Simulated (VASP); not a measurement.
Consider the following.

```
MgNa6Cl8
1.0
    0.00000     5.55377     5.55377
    5.55377     0.00000     5.55377
    5.55377     5.55377     0.00000
Na Mg Cl
6 1 8
Direct
  0.50000   0.00000   0.00000
  0.50000   0.00000   0.50000
  0.00000   0.50000   0.50000
  0.00000   0.50000   0.00000
  0.50000   0.50000   0.00000
  0.00000   0.00000   0.50000
  0.00000   0.00000   0.00000
  0.25000   0.25000   0.25000
  0.75000   0.75000   0.75000
  0.77293   0.22707   0.22707
  0.22707   0.77293   0.77293
  0.22707   0.77293   0.22707
  0.77293   0.22707   0.77293
  0.22707   0.22707   0.77293
  0.77293   0.77293   0.22707
```

Method: r2SCAN meta-GGA, VASP's PBE PAW potentials (set 64) (plane waves; VASP). Run with LREAL = Auto, 400 eV cut-off, 4×4×4 Γ-centred mesh, tetrahedra with Blöchl corrections, potentials Na_pv Mg Cl.

The cores are frozen, which limits the accuracy of field gradients.

Question: Give the principal components of the electric field gradient (V/Å²) and the asymmetry η at each nucleus.

Answer: 
```csv
atom,Vxx,Vyy,Vzz,η
Na1,-2.2,-0.6,2.8,0.58
Na2,-2.2,-0.6,2.8,0.58
Na3,-2.2,-0.6,2.8,0.58
Na4,-2.2,-0.6,2.8,0.58
Na5,-2.2,-0.6,2.8,0.58
Na6,-2.2,-0.6,2.8,0.58
Mg7,0.0,0.0,0.0,-
Cl8,0.0,0.0,0.0,-
Cl9,0.0,0.0,0.0,-
Cl10,-11.4,-11.4,22.7,0.00
Cl11,-11.4,-11.4,22.7,0.00
Cl12,-11.4,-11.4,22.7,0.00
Cl13,-11.4,-11.4,22.7,0.00
Cl14,-11.4,-11.4,22.7,0.00
Cl15,-11.4,-11.4,22.7,0.00
```

The structure comes from a computed database's Na6MgCl8 entry (Fm-3m); how it stands against other phases isn't given here. It was relaxed first.
